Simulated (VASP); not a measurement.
Data:

```xyz
8
Lattice="6.1270 0.0000 0.0000 0.0000 6.1270 0.0000 0.0000 0.0000 6.1270" Properties=species:S:1:pos:R:3 pbc="T T T"
Hg     6.1270     6.1270     0.0000
Hg     3.0635     3.0635     0.0000
Hg     3.0635     6.1270     3.0635
Se     1.5246     1.5388     1.5388
Se     4.6023     4.5881     1.5388
Se     4.6023     1.5388     4.5881
Se     1.5246     4.5881     4.5881
Cd     6.1270     3.0635     3.0635
```

All values below come from PBEsol GGA, VASP's PBE PAW potentials (set 64) (plane waves; VASP). Numerical set-up: 400 eV cut-off, Gaussian smearing of 0.050 eV, potentials Hg Se Cd.

Task: Give the energies of bands 28 to 41 at the high-symmetry points, in eV from the Fermi level.

Result: 
| band | Γ | X | M | R |
|---|---|---|---|---|
| 28 | -2.17 | -2.74 | -3.71 | -4.74 |
| 29 | -2.17 | -2.54 | -2.36 | -1.00 |
| 30 | -2.17 | -2.54 | -2.25 | -1.00 |
| 31 | -2.09 | -2.36 | -2.24 | -1.00 |
| 32 | -2.09 | -2.27 | -2.24 | -0.84 |
| 33 | -2.09 | -1.25 | -0.95 | -0.84 |
| 34 | -0.67 | -1.25 | -0.95 | -0.81 |
| 35 | 0.00 | -1.09 | -0.91 | -0.81 |
| 36 | 0.00 | -1.09 | -0.78 | -0.81 |
| 37 | 0.00 | 2.31 | 2.49 | 1.12 |
| 38 | 2.67 | 2.45 | 2.54 | 1.12 |
| 39 | 2.67 | 3.60 | 2.54 | 1.12 |
| 40 | 2.96 | 3.63 | 3.31 | 1.99 |
| 41 | 2.96 | 3.64 | 5.54 | 6.12 |

It has no gap at this level: it comes out as a metal or semimetal.

The structure was generated: CdHg3Se4 was put into an ordered model structure (P-43m), which need not be its known phase. It was relaxed first.
